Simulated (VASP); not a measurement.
Output of a VASP run:

File OUTCAR:
```
 ion  position               nearest neighbor table
   1  0.000  0.000  0.000-   2 2.07   2 2.07   2 2.07   2 2.07
   2  0.750  0.750  0.750-   1 2.07   1 2.07   1 2.07   1 2.07
  LATTYP: Found a face centered cubic cell.
 ALAT       =     4.7864054010
 Subroutine PRICEL returns:
 Original cell was already a primitive cell.
 Subroutine GETGRP returns: Found 24 space group operations
The static configuration has the point symmetry T_d .
The dynamic configuration has the point symmetry T_d .
 Subroutine INISYM returns: Found 24 space group operations
 Subroutine IBZKPT returns following result:
 Found     56 irreducible k-points:

 Following reciprocal coordinates:
            Coordinates               Weight
  0.000000  0.000000  0.000000      1.000000
  0.090909  0.000000  0.000000      8.000000
  0.181818  0.000000  0.000000      8.000000
  0.272727  0.000000  0.000000      8.000000
  0.363636  0.000000  0.000000      8.000000
  0.454545  0.000000  0.000000      8.000000
  0.090909  0.090909  0.000000      6.000000
  0.181818  0.090909  0.000000     24.000000
  0.272727  0.090909  0.000000     24.000000
  0.363636  0.090909  0.000000     24.000000
  0.454545  0.090909  0.000000     24.000000
 -0.454545  0.090909  0.000000     24.000000
 -0.363636  0.090909  0.000000     24.000000
 -0.272727  0.090909  0.000000     24.000000
 -0.181818  0.090909  0.000000     24.000000
 -0.090909  0.090909  0.000000     12.000000
  0.181818  0.181818  0.000000      6.000000
  0.272727  0.181818  0.000000     24.000000
  0.363636  0.181818  0.000000     24.000000
  0.454545  0.181818  0.000000     24.000000
 -0.454545  0.181818  0.000000     24.000000
 -0.363636  0.181818  0.000000     24.000000
 -0.272727  0.181818  0.000000     24.000000
 -0.181818  0.181818  0.000000     12.000000
  0.272727  0.272727  0.000000      6.000000
  0.363636  0.272727  0.000000     24.000000
  0.454545  0.272727  0.000000     24.000000
 -0.454545  0.272727  0.000000     24.000000
 -0.363636  0.272727  0.000000     24.000000
 -0.272727  0.272727  0.000000     12.000000
  0.363636  0.363636  0.000000      6.000000
  0.454545  0.363636  0.000000     24.000000
 -0.454545  0.363636  0.000000     24.000000
 -0.363636  0.363636  0.000000     12.000000
  0.454545  0.454545  0.000000      6.000000
 -0.454545  0.454545  0.000000     12.000000
  0.272727  0.181818  0.090909     24.000000
  0.363636  0.181818  0.090909     48.000000
  0.454545  0.181818  0.090909     48.000000
 -0.454545  0.181818  0.090909     48.000000
   k-points           NKPTS =     56   k-points in BZ     NKDIM =     56   number of bands    NBANDS=      8
   number of dos      NEDOS =    301   number of ions     NIONS =      2
   total plane-waves  NPLWV =   5832
   dimension x,y,z NGX =    18 NGY =   18 NGZ =   18
   dimension x,y,z NGXF=    36 NGYF=   36 NGZF=   36
   ions per type =               1   1
   PREC   = normal    normal or accurate (medium, high low for compatibility)
   ISTART =      0    job   : 0-new  1-cont  2-samecut
   ICHARG =      2    charge: 1-file 2-atom 10-const
   ISPIN  =      1    spin polarized calculation?
   LNONCOLLINEAR =      F non collinear calculations
   LSORBIT =      F    spin-orbit coupling
   INIWAV =      1    electr: 0-lowe 1-rand  2-diag
   ENCUT  =  450.0 eV  33.07 Ry    5.75 a.u.   5.85  5.85  5.85*2*pi/ulx,y,z
   NELM   =    100;   NELMIN=  4; NELMDL= -5     # of ELM steps
   EDIFF  = 0.1E-04   stopping-criterion for ELM
   LREAL  =      F    real-space projection
   NLSPLINE    = F    spline interpolate recip. space projectors
   LMAXMIX     =    4 max onsite mixed and CHGCAR
   VOSKOWN=      0    Vosko Wilk Nusair interpolation
   EDIFFG = -.3E-01   stopping-criterion for IOM
   NSW    =     20    number of steps for IOM
   NBLOCK =      1;   KBLOCK =     20    inner block; outer block
   IBRION =      2    ionic relax: 0-MD 1-quasi-New 2-CG
...
```

### OSZICAR
```
       N       E                     dE             d eps       ncg     rms          rms(c)
DAV:   1     0.899132587909E+00    0.89913E+00   -0.38175E+03   896   0.817E+02
DAV:   2    -0.235433634233E+02   -0.24442E+02   -0.23500E+02  1400   0.105E+02
DAV:   3    -0.238439708879E+02   -0.30061E+00   -0.30061E+00   952   0.161E+01
DAV:   4    -0.238445426114E+02   -0.57172E-03   -0.57172E-03  1352   0.691E-01
DAV:   5    -0.238445439634E+02   -0.13520E-05   -0.13520E-05   984   0.120E-02    0.494E+00
DAV:   6    -0.222062532908E+02    0.16383E+01   -0.10391E+00  1120   0.718E+00    0.287E+00
DAV:   7    -0.220367267143E+02    0.16953E+00   -0.45796E-01   984   0.429E+00    0.822E-01
DAV:   8    -0.220707992371E+02   -0.34073E-01   -0.21255E-01   896   0.416E+00    0.388E-01
DAV:   9    -0.222132474804E+02   -0.14245E+00   -0.19217E-02   976   0.128E+00    0.201E-01
DAV:  10    -0.222149790428E+02   -0.17316E-02   -0.17036E-04  1296   0.128E-01    0.199E-01
DAV:  11    -0.222176643243E+02   -0.26853E-02   -0.48662E-05   984   0.842E-02    0.189E-01
DAV:  12    -0.222547950727E+02   -0.37131E-01   -0.15192E-02  1096   0.127E+00    0.191E-01
DAV:  13    -0.222548173536E+02   -0.22281E-04   -0.45504E-04   896   0.265E-01    0.157E-01
DAV:  14    -0.222548112495E+02    0.61041E-05   -0.88922E-05  1088   0.894E-02
   1 F= -.22254811E+02 E0= -.22254811E+02  d E =-.222548E+02
```

File OUTCAR:
```
------------------------ aborting loop because EDIFF is reached ----------------------------------------
  FORCE on cell =-STRESS in cart. coord.  units (eV):
  Direction    XX          YY          ZZ          XY          YZ          ZX
  --------------------------------------------------------------------------------------
  Total        0.0747952      0.0747952      0.0747952      0.0000000      0.0000000     -0.0000000
  in kB        4.3713511      4.3713511      4.3713511      0.0000000      0.0000000     -0.0000000
  external PRESSURE =       4.3713511 kB  Pullay stress =       0.0000000 kB
  volume of cell :       27.41
      direct lattice vectors                 reciprocal lattice vectors
     0.000000000  2.393202700  2.393202700    -0.208925053  0.208925053  0.208925053
     2.393202700  0.000000000  2.393202700     0.208925053 -0.208925053  0.208925053
     2.393202700  2.393202700  0.000000000     0.208925053  0.208925053 -0.208925053
  FREE ENERGIE OF THE ION-ELECTRON SYSTEM (eV)
  ---------------------------------------------------
  free  energy   TOTEN  =       -22.2548112495 eV

  energy  without entropy=      -22.2548112495  energy(sigma->0) =      -22.25481125

 reached required accuracy - stopping structural energy minimisation
```
(Selected blocks of OUTCAR.)

### POSCAR
```
BAs
1
    0.0000000000     2.3932027005     2.3932027005
    2.3932027005     0.0000000000     2.3932027005
    2.3932027005     2.3932027005     0.0000000000
B As
1 1
Direct
  0.0000000000   0.0000000000   0.0000000000
  0.7500000000   0.7500000000   0.7500000000
```

Problem. Write an INCAR and KPOINTS that could have produced this output.

Solution. This is not unique; one that fits is the input of the run itself, r2SCAN meta-GGA, plane waves, VASP's PBE PAW potentials (set 64).

File KPOINTS:
```
Automatic mesh
0
Gamma
11 11 11
0 0 0
```

INCAR:
```
SYSTEM = BAs
PREC = Normal
ENCUT = 450
EDIFF = 1E-5
NELM = 100
ALGO = Normal
LREAL = .FALSE.
LASPH = .TRUE.
ISMEAR = 0
SIGMA = 0.05
METAGGA = R2SCAN
LMIXTAU = .TRUE.
LMAXMIX = 4
LWAVE = .FALSE.
LCHARG = .FALSE.
NELMIN = 4
IBRION = 2
ISIF = 2
NSW = 20
EDIFFG = -0.03
```

POTCAR, in this order: B As (PBE.64 set). Program: vasp_std.

At this cut-off the stress carries a Pulay error, which pulls relaxed volumes low.

The compound is BAs in the zinc blende structure. It was relaxed first.
